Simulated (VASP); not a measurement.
All values below come from LDA (Ceperley-Alder, Perdew-Zunger), VASP's LDA PAW potentials (set 64) (plane waves; VASP).

Input for VASP

File POSCAR:
```
ZnS
1.0
  1.8714451269  -3.2414380034   0.0000000000
  1.8714451269   3.2414380034   0.0000000000
  0.0000000000   0.0000000000   6.1318789867
Zn S
2 2
Direct
  0.6666670000   0.3333330000   0.5000851378
  0.3333330000   0.6666670000   0.0000851378
  0.6666670000   0.3333330000   0.8749148622
  0.3333330000   0.6666670000   0.3749148622
```

KPOINTS:
```
Automatic mesh
0
Gamma
9 9 5
0 0 0
```

INCAR:
```
! general
SYSTEM  = ZnS
PREC    = Accurate
ENCUT   = 400
LREAL   = .FALSE.
LASPH   = .TRUE.
NBANDS  = 66

! electronic loop
EDIFF   = 1E-7
NELM    = 100
ALGO    = Normal
LMAXMIX = 4

! smearing
ISMEAR  = 0
SIGMA   = 0.01

! output
LWAVE   = .FALSE.
LCHARG  = .FALSE.
NEDOS   = 1001

! other
LOPTICS = .TRUE.
CSHIFT  = 0.1
```

POTCAR, in this order: Zn S (LDA.64 set). Program: vasp_std.

The dielectric response may not be converged in the k-mesh; for small gaps it tends to come out too large.

Q: Predict the energy per atom (σ→0), band gap (on the k-mesh).

A: 
The energy per atom (σ→0) is -4.100 eV/atom and the band gap (on the k-mesh) is 2.23 eV.

**OSZICAR**
```
...
DAV:   8    -0.164022050328E+02    0.11137E-01   -0.11922E-02  6496   0.145E+00    0.553E-01
DAV:   9    -0.164008606512E+02    0.13444E-02   -0.28138E-03  5366   0.201E-01    0.811E-02
DAV:  10    -0.164009007196E+02   -0.40068E-04   -0.39730E-04  5504   0.518E-02    0.925E-02
DAV:  11    -0.164009054773E+02   -0.47577E-05   -0.20584E-06  5492   0.600E-03    0.599E-02
DAV:  12    -0.164009137497E+02   -0.82725E-05   -0.58823E-06  5278   0.850E-03    0.394E-03
DAV:  13    -0.164009138016E+02   -0.51852E-07   -0.35553E-07  5580   0.198E-03
   1 F= -.16400914E+02 E0= -.16400914E+02  d E =-.161338E-21
 imaginary and real dielectric function
```

The compound is ZnS in the wurtzite structure, the high-temperature form. It was relaxed first, which changed the volume by -6 %.
